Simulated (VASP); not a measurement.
Calculation: r2SCAN+rVV10, VASP's PBE PAW potentials (set 64) (plane waves; VASP 6.6.1).

A VASP calculation is set up with these files.

**KPOINTS**
```
K-points
0
Gamma
14 14 14
0 0 0
```

### POSCAR
```
CoAl
1
    2.8162788407    -0.0000000000    -0.0000000000
   -0.0000000000     2.8162788407    -0.0000000000
   -0.0000000000    -0.0000000000     2.8162788407
Al Co
1 1
Direct
  0.5000000000   0.5000000000   0.5000000000
  0.0000000000   0.0000000000   0.0000000000
```

**INCAR**
```
SYSTEM  =  CoAl
PREC  =  Accurate; ENCUT  =  520; LREAL  =  .FALSE.
LASPH  =  .TRUE.
EDIFF  =  1E-7; NELM  =  100; ALGO  =  Normal
LMAXMIX  =  4; LMIXTAU  =  .TRUE.
ISMEAR  =  -5
METAGGA  =  R2SCAN; LUSE_VDW  =  .TRUE.; BPARAM  =  11.95
CPARAM  =  0.0093
ISIF  =  2
LWAVE  =  .FALSE.; LCHARG  =  .FALSE.; LORBIT  =  11
NEDOS  =  601
```

### KPOINTS_OPT
```
k-points along high-symmetry lines
10
Line-mode
Reciprocal
  0.000000   0.000000   0.000000 ! GAMMA
  0.000000   0.500000   0.000000 ! X

  0.000000   0.500000   0.000000 ! X
  0.500000   0.500000   0.000000 ! M

  0.500000   0.500000   0.000000 ! M
  0.000000   0.000000   0.000000 ! GAMMA

  0.000000   0.000000   0.000000 ! GAMMA
  0.500000   0.500000   0.500000 ! R

  0.500000   0.500000   0.500000 ! R
  0.000000   0.500000   0.000000 ! X

  0.500000   0.500000   0.500000 ! R
  0.500000   0.500000   0.000000 ! M
```

POTCAR, in this order: Al Co (PBE.64 set). Program: vasp_std.

What VASP printed:

### OUTCAR
```
 ion  position               nearest neighbor table
   1  0.500  0.500  0.500-   2 2.44   2 2.44   2 2.44   2 2.44   2 2.44   2 2.44   2 2.44   2 2.44
  LATTYP: Found a simple cubic cell.
 ALAT       =     2.8162788407
 Subroutine PRICEL returns:
 Original cell was already a primitive cell.
 Subroutine GETGRP returns: Found 48 space group operations
The static configuration has the point symmetry O_h .
The dynamic configuration has the point symmetry O_h .
 Subroutine INISYM returns: Found 48 space group operations
 Subroutine IBZKPT returns following result:
 Found    120 irreducible k-points:

 Following reciprocal coordinates:
            Coordinates               Weight
  0.000000  0.000000  0.000000      1.000000
  0.071429  0.000000  0.000000      6.000000
  0.142857  0.000000  0.000000      6.000000
  0.214286  0.000000  0.000000      6.000000
  0.285714  0.000000  0.000000      6.000000
  0.357143  0.000000  0.000000      6.000000
  0.428571  0.000000  0.000000      6.000000
  0.500000  0.000000  0.000000      3.000000
  0.071429  0.071429  0.000000     12.000000
  0.142857  0.071429  0.000000     24.000000
  0.214286  0.071429  0.000000     24.000000
  0.285714  0.071429  0.000000     24.000000
  0.357143  0.071429  0.000000     24.000000
  0.428571  0.071429  0.000000     24.000000
  0.500000  0.071429  0.000000     12.000000
  0.142857  0.142857  0.000000     12.000000
  0.214286  0.142857  0.000000     24.000000
  0.285714  0.142857  0.000000     24.000000
  0.357143  0.142857  0.000000     24.000000
  0.428571  0.142857  0.000000     24.000000
  0.500000  0.142857  0.000000     12.000000
  0.214286  0.214286  0.000000     12.000000
  0.285714  0.214286  0.000000     24.000000
  0.357143  0.214286  0.000000     24.000000
  0.428571  0.214286  0.000000     24.000000
  0.500000  0.214286  0.000000     12.000000
  0.285714  0.285714  0.000000     12.000000
  0.357143  0.285714  0.000000     24.000000
  0.428571  0.285714  0.000000     24.000000
  0.500000  0.285714  0.000000     12.000000
  0.357143  0.357143  0.000000     12.000000
  0.428571  0.357143  0.000000     24.000000
  0.500000  0.357143  0.000000     12.000000
  0.428571  0.428571  0.000000     12.000000
  0.500000  0.428571  0.000000     12.000000
  0.500000  0.500000  0.000000      3.000000
  0.071429  0.071429  0.071429      8.000000
  0.142857  0.071429  0.071429     24.000000
  0.214286  0.071429  0.071429     24.000000
  0.285714  0.071429  0.071429     24.000000
   k-points           NKPTS =    120   k-points in BZ     NKDIM =    120   number of bands    NBANDS=     10
   number of dos      NEDOS =    601   number of ions     NIONS =      2
   total plane-waves  NPLWV =  13824
   dimension x,y,z NGX =    24 NGY =   24 NGZ =   24
   dimension x,y,z NGXF=    48 NGYF=   48 NGZF=   48
   ions per type =               1   1
   PREC   = accura    normal or accurate (medium, high low for compatibility)
   ISTART =      0    job   : 0-new  1-cont  2-samecut
   ICHARG =      2    charge: 1-file 2-atom 10-const
   ISPIN  =      1    spin polarized calculation?
   LNONCOLLINEAR =      F non collinear calculations
   LSORBIT =      F    spin-orbit coupling
   INIWAV =      1    electr: 0-lowe 1-rand  2-diag
   ENCUT  =  520.0 eV  38.22 Ry    6.18 a.u.   5.24  5.24  5.24*2*pi/ulx,y,z
   NELM   =    100;   NELMIN=  2; NELMDL= -5     # of ELM steps
   EDIFF  = 0.1E-06   stopping-criterion for ELM
   LREAL  =      F    real-space projection
   NLSPLINE    = F    spline interpolate recip. space projectors
   LMAXMIX     =    4 max onsite mixed and CHGCAR
   VOSKOWN=      0    Vosko Wilk Nusair interpolation
...
```

**OSZICAR**
```
       N       E                     dE             d eps       ncg     rms          rms(c)
DAV:   1     0.281596531489E+02    0.28160E+02   -0.55395E+03  2410   0.131E+03
DAV:   2    -0.227095199366E+02   -0.50869E+02   -0.48564E+02  2422   0.200E+02
DAV:   3    -0.240926115908E+02   -0.13831E+01   -0.13735E+01  2830   0.435E+01
DAV:   4    -0.241201802699E+02   -0.27569E-01   -0.27748E-01  3024   0.544E+00
DAV:   5    -0.241209227898E+02   -0.74252E-03   -0.74320E-03  2852   0.870E-01    0.143E+01
DAV:   6    -0.256630983305E+02   -0.15422E+01   -0.83480E+01  2634   0.148E+02    0.187E+01
DAV:   7    -0.207887243958E+02    0.48744E+01   -0.33839E+01  2638   0.854E+01    0.215E+00
DAV:   8    -0.208263303893E+02   -0.37606E-01   -0.42589E-01  2802   0.820E+00    0.205E+00
DAV:   9    -0.208137247435E+02    0.12606E-01   -0.27683E-01  2696   0.922E+00    0.762E-01
DAV:  10    -0.208043080819E+02    0.94167E-02   -0.47952E-02  2678   0.385E+00    0.171E-01
DAV:  11    -0.208089425564E+02   -0.46345E-02   -0.32802E-03  2582   0.779E-01    0.121E-01
DAV:  12    -0.208089629163E+02   -0.20360E-04   -0.84969E-05  3246   0.993E-02    0.237E-02
DAV:  13    -0.208089668244E+02   -0.39081E-05   -0.79107E-06  2566   0.371E-02    0.340E-03
DAV:  14    -0.208089688382E+02   -0.20138E-05   -0.28712E-06  2476   0.225E-02    0.368E-03
DAV:  15    -0.208089669255E+02    0.19127E-05   -0.80680E-07  2582   0.106E-02    0.171E-03
DAV:  16    -0.208089673608E+02   -0.43522E-06   -0.58630E-08  1278   0.373E-03    0.357E-04
DAV:  17    -0.208089670124E+02    0.34833E-06   -0.27888E-08  1232   0.301E-03    0.248E-04
DAV:  18    -0.208089671869E+02   -0.17442E-06   -0.82456E-09  1232   0.165E-03    0.105E-04
DAV:  19    -0.208089671715E+02    0.15318E-07   -0.99552E-10  1226   0.461E-04
   1 F= -.20808967E+02 E0= -.20808967E+02  d E =0.000000E+00
       N       E                     dE             ncg
```

**OUTCAR**
```
------------------------ aborting loop because EDIFF is reached ----------------------------------------
  FORCE on cell =-STRESS in cart. coord.  units (eV):
  Direction    XX          YY          ZZ          XY          YZ          ZX
  --------------------------------------------------------------------------------------
  Total        0.0049989      0.0049989      0.0049989     -0.0000000     -0.0000000      0.0000000
  in kB        0.3585581      0.3585581      0.3585581     -0.0000000     -0.0000000      0.0000000
  external PRESSURE =       0.3585581 kB  Pullay stress =       0.0000000 kB
  volume of cell :       22.34
      direct lattice vectors                 reciprocal lattice vectors
     2.816278841  0.000000000  0.000000000     0.355078476  0.000000000  0.000000000
     0.000000000  2.816278841  0.000000000     0.000000000  0.355078476  0.000000000
     0.000000000  0.000000000  2.816278841     0.000000000  0.000000000  0.355078476
 POSITION                                       TOTAL-FORCE (eV/Angst)
 -----------------------------------------------------------------------------------
      1.40814      1.40814      1.40814         0.000000      0.000000      0.000000
      0.00000      0.00000      0.00000         0.000000      0.000000      0.000000
 -----------------------------------------------------------------------------------
    total drift:                                0.000000      0.000000      0.000000
  FREE ENERGIE OF THE ION-ELECTRON SYSTEM (eV)
  ---------------------------------------------------
  free  energy   TOTEN  =       -20.8089671715 eV

  energy  without entropy=      -20.8089671715  energy(sigma->0) =      -20.80896717

 total charge

# of ion       s       p       d       tot
------------------------------------------
    1        0.397   0.457   0.000   0.854
    2        0.468   0.581   7.510   8.560
--------------------------------------------------
tot          0.865   1.038   7.510   9.413
```
(Selected blocks of OUTCAR.)

For a metal the tetrahedron method with Blöchl corrections gives inexact stress and forces.

The compound is CoAl in the CsCl type structure. It was relaxed first. The run is not spin-polarised, so no magnetic state was tried.
